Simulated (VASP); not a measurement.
# Ge3P2 (P6/mmm) in VASP: notebook, part 2 of 2

VASP 6.6.1.

## (3) Relaxation of the atoms, RPBE+D4

Input file run.py:

```python
from ase.calculators.vasp import Vasp
from ase.optimize import BFGS
from ase.spacegroup import crystal

atoms = crystal(
    ['Ge', 'Ge', 'P'],
    basis=[[0.3333333333, 0.6666666667, 0.5], [0.0, 0.0, 0.5], [0.0, 0.0, 0.15446724]],
    spacegroup=191,
    setting=1,
    cellpar=[4.32788387, 4.32788387, 6.57582967, 90.0, 90.0, 120.0],
    primitive_cell=True,
)
calc = Vasp(
    directory='calc',
    xc='rpbe',
    pp='PBE',
    setups='minimal',
    prec='Accurate',
    encut=500,
    ediff=1e-06,
    ismear=0,
    sigma=0.01,
    lreal=False,
    lasph=True,
    nelm=80,
    algo='Fast',
    isif=2,
    lwave=False,
    lcharg=False,
    ivdw=13,
    kpts=[7, 7, 4],
    gamma=True,
)
atoms.calc = calc
opt = BFGS(atoms, trajectory='relax.traj')
converged = opt.run(fmax=0.02, steps=40)
print('converged:', converged)

print('energy (eV):', atoms.get_potential_energy())
print('free energy (eV):', atoms.get_potential_energy(force_consistent=True))
print('forces (eV/A):')
print(atoms.get_forces())
print('stress (eV/A^3, Voigt):', atoms.get_stress())
print('Fermi level (eV):', calc.get_fermi_level())
print('cell (A, degrees):', atoms.cell.cellpar())
print('volume (A^3):', atoms.get_volume())
print('scaled positions:')
print(atoms.get_scaled_positions())
```

Potentials or basis: VASP PAW PBE potentials, release 64 (Ge, P).

The run is started by

```
$ python run.py
```

Standard output:

```text
Step     Time          Energy          fmax
BFGS:    0 --:--:--      -19.789006        2.469939
BFGS:    1 --:--:--      -19.931472        1.399991
BFGS:    2 --:--:--      -19.944868        1.335439
BFGS:    3 --:--:--      -19.968750        0.098524
BFGS:    4 --:--:--      -19.968972        0.044241
BFGS:    5 --:--:--      -19.969028        0.000915
converged: True
energy (eV): -19.968880509999998
free energy (eV): -19.96902832
forces (eV/A):
[[-0.          0.          0.        ]
 [ 0.         -0.          0.        ]
 [-0.         -0.          0.        ]
 [-0.          0.         -0.00091485]
 [-0.         -0.          0.00091485]]
stress (eV/A^3, Voigt): [-0.13139238 -0.13139238 -0.08054547 -0.         -0.         -0.        ]
Fermi level (eV): 4.50790235
cell (A, degrees): [  4.32788387   4.32788387   6.57582967  90.          90.
 120.        ]
volume (A^3): 106.66756588763992
scaled positions:
[[3.33333333e-01 6.66666667e-01 5.00000000e-01]
 [6.66666667e-01 3.33333333e-01 5.00000000e-01]
 [0.00000000e+00 0.00000000e+00 5.00000000e-01]
 [0.00000000e+00 0.00000000e+00 1.45080604e-01]
 [7.65364623e-19 0.00000000e+00 8.54919396e-01]]
```

OUTCAR:

```text
ENCUT = 500.000000
   EDIFF = 1.00e-06
   GGA = RP
   PREC = Accurate
   ISIF = 2
   ISMEAR = 0
   NELM = 80
   IVDW = 13
   LASPH = .TRUE.
   LREAL = .FALSE.

 ion  position               nearest neighbor table
   1  0.333  0.667  0.500-   3 2.50   2 2.50   2 2.50   3 2.50   3 2.50   2 2.50
   2  0.667  0.333  0.500-   3 2.50   1 2.50   1 2.50   3 2.50   3 2.50   1 2.50
   3  0.000  0.000  0.500-   4 2.33   5 2.33   1 2.50   2 2.50   2 2.50   1 2.50   2 2.50   1 2.50

   4  0.000  0.000  0.145-   5 1.91   3 2.33
   5  0.000  0.000  0.855-   4 1.91   3 2.33

  LATTYP: Found a hexagonal cell.
 ALAT       =     4.3278838700
 C/A-ratio  =     1.5194099166

  Lattice vectors:

 A1 = (   4.3278838700,   0.0000000000,   0.0000000000)
 A2 = (  -2.1639419350,   3.7480573760,   0.0000000000)
 A3 = (   0.0000000000,   0.0000000000,   6.5758296700)

Analysis of symmetry for initial positions (statically):
=====================================================================
 Subroutine PRICEL returns:
 Original cell was already a primitive cell.

 Routine SETGRP: Setting up the symmetry group for a
 hexagonal supercell.

 Subroutine GETGRP returns: Found 24 space group operations
 (whereof 24 operations were pure point group operations)
 out of a pool of 24 trial point group operations.

The static configuration has the point symmetry D_6h.

Analysis of symmetry for dynamics (positions and initial velocities):
=====================================================================
 Subroutine PRICEL returns:
 Original cell was already a primitive cell.

 Routine SETGRP: Setting up the symmetry group for a
 hexagonal supercell.

 Subroutine GETGRP returns: Found 24 space group operations
 (whereof 24 operations were pure point group operations)
 out of a pool of 24 trial point group operations.

The dynamic configuration has the point symmetry D_6h.

 Subroutine INISYM returns: Found 24 space group operations
 (whereof 24 operations are pure point group operations),
 and found     1 'primitive' translations

----------------------------------------------------------------------------------------

                                     Primitive cell

  volume of cell :     106.6676

  direct lattice vectors                    reciprocal lattice vectors
     4.327883870  0.000000000  0.000000000     0.231059804  0.133402440  0.000000000
    -2.163941935  3.748057376  0.000000000     0.000000000  0.266804880  0.000000000
     0.000000000  0.000000000  6.575829670     0.000000000  0.000000000  0.152072065

  length of vectors
     4.327883870  4.327883870  6.575829670     0.266804880  0.266804880  0.152072065

  position of ions in fractional coordinates (direct lattice)
[... 106 lines left out ...]
  Fermi-wavevector in a.u.,A,eV,Ry     =   0.967249  1.827835 12.729210  0.935571
  Thomas-Fermi vector in A             =   2.097119
   LORBIT       =      0    0 simple, 1 ext, 2 COOP (PROOUT), +10 PAW based schemes
   GGA     = RP    functional components
   LHFCALC =     F    Hartree Fock is set to
   AEXX    =    0.0000 exact exchange contribution
   IVDW    =    13    specifies the selected vdW correction
   LEPSILON=     F    determine dielectric tensor
   LRPA    =     F    only Hartree local field effects (RPA)
 non-spin polarized calculation
 RMM-DIIS sequential band-by-band and
 Gauss-broadening in eV      SIGMA  =   0.01
  energy-cutoff  :      500.00
  volume of cell :      106.67
 maximum number of plane-waves:      2724
 NGX is ok and might be reduce to    32
   NGX = 15   NGY = 15   NGZ = 23

 number of electron      21.9999999 magnetization

 Free energy of the ion-electron system (eV)
  ---------------------------------------------------
  ext. energy  EPLUGINS =         0.00000000
  ---------------------------------------------------
  free energy    TOTEN  =       -16.54279838 eV

  energy without entropy =      -16.54250276  energy(sigma->0) =      -16.54265057

 E-fermi :   4.5079     XC(G=0):  -9.0797

 val. band max:        4.4587456507   @ k =   0.2857   0.0000   0.5000
 cond. band min:       4.5086228006   @ k =   0.2857   0.2857   0.5000
 fundamental gap:      0.0498771499
 Fermi energy:         4.5079023498

 k-point     1 :       0.0000    0.0000    0.0000
  band No.  band energies     occupation
      1     -10.4865      2.00000
      2      -7.8404      2.00000
      3      -5.2531      2.00000
      4      -0.9914      2.00000
      5       0.4427      2.00000
      6       0.4427      2.00000
      7       1.2720      2.00000
      8       1.3760      2.00000
      9       1.3760      2.00000
     10       2.8852      2.00000
     11       3.1073      2.00000
     12       3.1073      2.00000
     13       3.5769      2.00000
     14       5.1719      0.00000
[... 401 lines left out ...]
      2      -8.0102      2.00000
      3      -6.2357      2.00000
      4      -5.5283      2.00000
      5      -1.5421      2.00000
      6      -1.4660      2.00000
      7       0.4015      2.00000
      8       0.9518      2.00000
      9       3.4764      2.00000
     10       3.7532      2.00000
     11       4.5086      0.91885
     12       4.9103      0.00000
     13       5.0245      0.00000
     14       5.6545      0.00000
     15       6.8679      0.00000

------------------------ aborting loop because EDIFF is reached ----------------------------------------

  DFT-D4 for vdW energy calculation

  Edisp (eV):   -3.42623

  FORCE on cell =-STRESS in cart. coord.  units (eV):
  Direction    XX          YY          ZZ          XY          YZ          ZX
  --------------------------------------------------------------------------------------
  -------------------------------------------------------------------------------------
  Total      14.01530    14.01530     8.59159     0.00000    -0.00000     0.00000
  in kB     210.51380   210.51380   129.04807     0.00000    -0.00000     0.00000
  external pressure =      183.36 kB  Pullay stress =        0.00 kB

 VOLUME and BASIS-vectors are now :
 -----------------------------------------------------------------------------
  energy-cutoff  :      500.00
  volume of cell :      106.67
      direct lattice vectors                 reciprocal lattice vectors
     4.327883870  0.000000000  0.000000000     0.231059804  0.133402440  0.000000000
    -2.163941935  3.748057376  0.000000000     0.000000000  0.266804880  0.000000000
     0.000000000  0.000000000  6.575829670     0.000000000  0.000000000  0.152072065

 POSITION                                       TOTAL-FORCE (eV/Angst)
 -----------------------------------------------------------------------------------
     -0.00000      2.49870      3.28791        -0.000000      0.000000      0.000000
      2.16394      1.24935      3.28791         0.000000     -0.000000      0.000000
      0.00000      0.00000      3.28791        -0.000000     -0.000000      0.000000
      0.00000      0.00000      0.95403        -0.000000      0.000000     -0.000915
      0.00000      0.00000      5.62180        -0.000000     -0.000000      0.000915
 -----------------------------------------------------------------------------------
    total drift:                                0.000000     -0.000000     -0.000000

  FREE ENERGIE OF THE ION-ELECTRON SYSTEM (eV)
  ---------------------------------------------------
  free  energy   TOTEN  =       -19.9690283230 eV

  energy  without entropy=      -19.9687327038  energy(sigma->0) =      -19.96888051
```

INCAR:

```text
ENCUT = 500.000000
SIGMA = 0.010000
EDIFF = 1.00e-06
ALGO = Fast
GGA = RP
PREC = Accurate
ISIF = 2
ISMEAR = 0
NELM = 80
IVDW = 13
LASPH = .TRUE.
LCHARG = .FALSE.
LWAVE = .FALSE.
LREAL = .FALSE.
```

Run time: 2.3 min. Hardware: 1 thread of Intel Xeon Platinum 8488C (Sapphire Rapids), shared host; peak memory 0.21 GiB.

Results:

```
Free energy                : -19.9690 eV
Energy gained by relaxing  : 36.0 meV/atom
Ionic steps                : 6
Pressure after relaxing    : 18.3 GPa
Band gap on the k mesh     : none (metal or under the smearing width)
Dispersion energy per atom : -0.685 eV
```

Step by step:
| step | energy change (eV) | largest force (eV/Å) | pressure (GPa) |
| --- | --- | --- | --- |
| 1 | 0.0000 | 2.4699 | 17.38 |
| 2 | -0.1427 | 1.4000 | 17.57 |
| 3 | -0.1561 | 1.3354 | 19.01 |
| 4 | -0.1799 | 0.0985 | 18.23 |
| 5 | -0.1801 | 0.0442 | 18.29 |
| 6 | -0.1802 | 0.0009 | 18.34 |

Final structure:
```xyz
5
Lattice="4.3279 0.0000 0.0000 -2.1639 3.7481 0.0000 0.0000 0.0000 6.5758" Properties=species:S:1:pos:R:3 pbc="T T T"
Ge    0.0000    2.4987    3.2879
Ge    2.1639    1.2494    3.2879
Ge    0.0000    0.0000    3.2879
P     0.0000    0.0000    0.9540
P     0.0000    0.0000    5.6218
```

Levels at points of the mesh, in eV from the Fermi level:
```
           k point  band 8  band 9  band 10  band 11  band 12  band 13  band 14  band 15
(0.00, 0.00, 0.00)   -3.13   -3.13    -1.62    -1.40    -1.40    -0.93     0.66     0.66
(0.00, 0.00, 0.50)   -3.23   -3.13    -3.13    -2.31    -2.31    -0.51     2.20     2.20
```

Caveat: the PAW data sets were made with another functional, which shifts forces and pressure a little; pairwise dispersion overbinds metals, which lowers pressure and volume.
